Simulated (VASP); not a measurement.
All values below come from PBE GGA + U (Dudarev), VASP's PBE PAW potentials (set 64) (plane waves; VASP).

A VASP calculation is set up with these files.

### INCAR
```
SYSTEM = MnC
PREC = Accurate
ENCUT = 520
EDIFF = 1E-6
NELM = 100
ALGO = Normal
LREAL = .FALSE.
LASPH = .TRUE.
ISMEAR = 0
SIGMA = 0.05
GGA = PE
LMAXMIX = 4
ISPIN = 2
MAGMOM = 0.0 0.0 4.0 4.0
LORBIT = 10
LWAVE = .FALSE.
LCHARG = .FALSE.
ISIF = 2
LDAU = .TRUE.
LDAUTYPE = 2
LDAUL = -1 2
LDAUU = 0 1.0
LDAUJ = 0 0
LDAUPRINT = 1
```

POSCAR:
```
MnC
1
    1.4663280000    -3.8748250000     0.0000000000
    1.4663280000     3.8748250000     0.0000000000
    0.0000000000     0.0000000000     2.8897240000
C Mn
2 2
Direct
  0.5640000000   0.4360000000   0.2500000000
  0.4360000000   0.5640000000   0.7500000000
  0.8547500000   0.1452500000   0.2500000000
  0.1452500000   0.8547500000   0.7500000000
```

KPOINTS:
```
K-points
0
gamma
  7 7 7
```

POTCAR, in this order: C Mn_pv (PBE.64 set). Program: vasp_std.

The resulting files:

**OSZICAR**
```
       N       E                     dE             d eps       ncg     rms          rms(c)
DAV:   1     0.349505282296E+03    0.34951E+03   -0.19350E+04  6448   0.175E+03
DAV:   2    -0.133213035118E+02   -0.36283E+03   -0.34615E+03  6535   0.481E+02
DAV:   3    -0.352573978329E+02   -0.21936E+02   -0.21199E+02  7629   0.122E+02
DAV:   4    -0.358347334688E+02   -0.57734E+00   -0.57051E+00  7076   0.190E+01
DAV:   5    -0.358435245109E+02   -0.87910E-02   -0.87802E-02  7271   0.244E+00    0.307E+01
DAV:   6    -0.359306085743E+02   -0.87084E-01   -0.62324E+01  8046   0.779E+01    0.208E+01
DAV:   7    -0.318462385036E+02    0.40844E+01   -0.14382E+01  7353   0.484E+01    0.913E+00
DAV:   8    -0.319069777876E+02   -0.60739E-01   -0.11857E+00  7010   0.605E+00    0.557E+00
DAV:   9    -0.318938155306E+02    0.13162E-01   -0.13885E-01  7348   0.333E+00    0.129E+00
DAV:  10    -0.318971567800E+02   -0.33412E-02   -0.16564E-02  7164   0.114E+00    0.750E-01
DAV:  11    -0.318978445184E+02   -0.68774E-03   -0.16278E-02  7469   0.104E+00    0.304E-01
DAV:  12    -0.318982382355E+02   -0.39372E-03   -0.18707E-03  6735   0.399E-01    0.184E-01
DAV:  13    -0.318983056518E+02   -0.67416E-04   -0.10377E-04  7581   0.996E-02    0.619E-02
DAV:  14    -0.318983058644E+02   -0.21262E-06   -0.27245E-05  7393   0.500E-02    0.201E-02
DAV:  15    -0.318983074870E+02   -0.16226E-05   -0.66348E-06  7854   0.251E-02    0.675E-03
DAV:  16    -0.318983076091E+02   -0.12211E-06   -0.70044E-07  3332   0.824E-03
   1 F= -.31898308E+02 E0= -.31896654E+02  d E =-.330640E-02  mag=     4.9021
```

File OUTCAR:
```
------------------------ aborting loop because EDIFF is reached ----------------------------------------
  FORCE on cell =-STRESS in cart. coord.  units (eV):
  Direction    XX          YY          ZZ          XY          YZ          ZX
  --------------------------------------------------------------------------------------
  Total        3.1420407     -1.5306684     -2.0818852      0.0000000      0.0000000      0.0000000
  in kB      153.3037622    -74.6830624   -101.5775619      0.0000000      0.0000000      0.0000000
  external PRESSURE =      -7.6522874 kB  Pullay stress =       0.0000000 kB
  volume of cell :       32.84
      direct lattice vectors                 reciprocal lattice vectors
     1.466328000 -3.874825000  0.000000000     0.340987828 -0.129038086  0.000000000
     1.466328000  3.874825000  0.000000000     0.340987828  0.129038086  0.000000000
     0.000000000  0.000000000  2.889724000     0.000000000  0.000000000  0.346053810
 POSITION                                       TOTAL-FORCE (eV/Angst)
 -----------------------------------------------------------------------------------
      1.46633     -0.49598      0.72243         0.000000      0.042417     -0.000000
      1.46633      0.49598      2.16729         0.000000     -0.042417     -0.000000
      1.46633     -2.74919      0.72243         0.000000      0.228373      0.000000
      1.46633      2.74919      2.16729         0.000000     -0.228373      0.000000
 -----------------------------------------------------------------------------------
    total drift:                               -0.000000     -0.000000     -0.000000
  FREE ENERGIE OF THE ION-ELECTRON SYSTEM (eV)
  ---------------------------------------------------
  free  energy   TOTEN  =       -31.8983076091 eV

  energy  without entropy=      -31.8950012098  energy(sigma->0) =      -31.89665441

 total charge

# of ion       s       p       d       tot
------------------------------------------
    1        0.834   1.472   0.000   2.306
    2        0.834   1.472   0.000   2.306
    3        0.282   6.353   5.293  11.928
    4        0.282   6.353   5.293  11.928
--------------------------------------------------
tot          2.232  15.650  10.585  28.467

 magnetization (x)

# of ion       s       p       d       tot
------------------------------------------
    1       -0.002  -0.062   0.000  -0.064
    2       -0.002  -0.062   0.000  -0.064
    3        0.004   0.007   2.520   2.532
    4        0.004   0.007   2.520   2.532
--------------------------------------------------
tot          0.003  -0.109   5.040   4.935
```
(Selected blocks of OUTCAR.)

The moments were started parallel, and other spin orders were not tried in this run.

The structure was generated: MnC was put into the CrB type (Cmcm), which need not be its known phase. The cell was not relaxed at this level. The k-mesh is coarse (spacing up to 0.33 per Å, 2π included), so the numbers may not be converged in it. The run is one of a series of settings (LDAU = .TRUE., LDAUJ = 0 0, LDAUL = -1 2, LDAUTYPE = 2, LDAUU = 0 1.0 against the base run), some of them coarse on purpose.
